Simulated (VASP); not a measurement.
```
TlAs
1.0
    5.03405     0.00000     0.00000
    0.00000     5.03405     0.00000
    0.00000     0.00000     5.36356
Tl As
2 2
Direct
  0.00000   0.50000   0.00000
  0.50000   0.00000   0.50000
  0.00000   0.00000   0.25000
  0.00000   0.00000   0.75000
```

These are PBEsol GGA, VASP's PBE PAW potentials (set 64) (plane waves; VASP 6.6.1) values and carry that method's errors. Settings: 480 eV cut-off, 6×6×6 Γ-centred mesh, first-order Methfessel-Paxton smearing of 0.10 eV, potentials Tl_d As.

Unless said otherwise, spin-orbit coupling is left out, though it shifts the bands of the heavy elements here.

Question: Predict the energy per atom (σ→0), pressure, band gap (on the k-mesh) with the smallest direct gap where there is one.

Answer: 
- band gap (on the k-mesh): none (metal, semimetal or under 0.01 eV)
- energy per atom (σ→0): -331.2 kJ/mol of atoms
- pressure: 1.88 GPa

The absolute energy has meaning only against runs of the same code, potentials and settings.

The structure was generated: TlAs was put into the PtS type (P4_2/mmc), which need not be its known phase. This cell was strained or had an atom moved on purpose.
